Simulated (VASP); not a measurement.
Here is the system:

```xyz
2
Lattice="2.8901 0.0000 0.0000 0.0000 2.8901 0.0000 0.0000 0.0000 3.5950" Properties=species:S:1:pos:R:3 pbc="T T T"
Cu     0.0000     0.0000     0.0000
Au     1.4451     1.4451     1.7975
```

The numbers are results of optB88-vdW, VASP's PBE PAW potentials (set 64) (plane waves; VASP 6.6.1), not measurements. Numerical set-up: 520 eV cut-off, Gaussian smearing of 0.050 eV, potentials Cu Au.

Q: Give the energies of bands 1 to 14 at the high-symmetry points, in eV from the Fermi level.

A: 
```json
[
 {"band": "1", "Γ": "-9.47", "X": "-6.49", "M": "-6.82", "Z": "-7.49", "R": "-6.72", "A": "-6.24"},
 {"band": "2", "Γ": "-6.30", "X": "-5.21", "M": "-5.58", "Z": "-5.99", "R": "-6.38", "A": "-5.59"},
 {"band": "3", "Γ": "-6.18", "X": "-5.21", "M": "-5.58", "Z": "-5.53", "R": "-4.53", "A": "-5.59"},
 {"band": "4", "Γ": "-4.08", "X": "-4.43", "M": "-5.57", "Z": "-3.81", "R": "-4.22", "A": "-3.42"},
 {"band": "5", "Γ": "-4.08", "X": "-4.09", "M": "-1.93", "Z": "-3.81", "R": "-3.78", "A": "-3.18"},
 {"band": "6", "Γ": "-3.21", "X": "-3.34", "M": "-1.89", "Z": "-3.35", "R": "-2.63", "A": "-3.18"},
 {"band": "7", "Γ": "-2.73", "X": "-2.95", "M": "-1.83", "Z": "-3.15", "R": "-2.04", "A": "-3.10"},
 {"band": "8", "Γ": "-2.13", "X": "-2.95", "M": "-1.79", "Z": "-2.91", "R": "-1.87", "A": "-2.17"},
 {"band": "9", "Γ": "-1.77", "X": "-2.48", "M": "-1.42", "Z": "-2.42", "R": "-1.62", "A": "-1.93"},
 {"band": "10", "Γ": "-1.56", "X": "-2.27", "M": "-1.42", "Z": "-2.42", "R": "-1.58", "A": "-1.79"},
 {"band": "11", "Γ": "-1.56", "X": "-1.09", "M": "0.50", "Z": "-2.27", "R": "-0.82", "A": "4.83"},
 {"band": "12", "Γ": "2.90", "X": "-0.55", "M": "0.50", "Z": "-2.11", "R": "-0.81", "A": "5.31"},
 {"band": "13", "Γ": "8.57", "X": "9.89", "M": "4.32", "Z": "14.00", "R": "2.34", "A": "5.42"},
 {"band": "14", "Γ": "9.21", "X": "9.95", "M": "6.16", "Z": "14.00", "R": "4.24", "A": "5.42"}
]
```

It has no gap at this level: it comes out as a metal or semimetal.

The compound is CuAu in the L1_0 structure. It was relaxed first.
